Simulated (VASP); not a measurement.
Here is the system:

```
Ir2LaB2C
1.0
   -1.92501     1.92501     5.22723
    1.92501    -1.92501     5.22723
    1.92501     1.92501    -5.22723
La B Ir C
1 2 2 1
Cartesian
  0.00000   0.00000   0.00000
  0.00000   0.00000   3.71186
  0.00000   0.00000   6.74260
  0.00000   1.92501   2.61361
  1.92501   0.00000   2.61361
  0.00000   0.00000   5.22723
```

These are PBEsol GGA with spin-orbit coupling, VASP's PBE PAW potentials (set 64) (plane waves; VASP 6.6.1) values and carry that method's errors. Run with 520 eV cut-off, 10×10×10 Γ-centred mesh, Gaussian smearing of 0.050 eV, potentials La B Ir C.

Problem. The job: LaB$_{2}$Ir$_{2}$C (space group I4/mmm), 6 atoms, PBEsol+SOC, static run, 520 eV, 10×10×10 Γ-centred mesh. Roughly how much core time does it take on a busy server core?

Solution. About 40 core-minutes (one run on a shared machine, a rough figure). It had 102 irreducible k-points, 46 bands, up to 4232 plane waves and 17 electronic steps.

The structure comes from a computed database's LaB2Ir2C entry (I4/mmm); how it stands against other phases isn't given here. It was relaxed first.
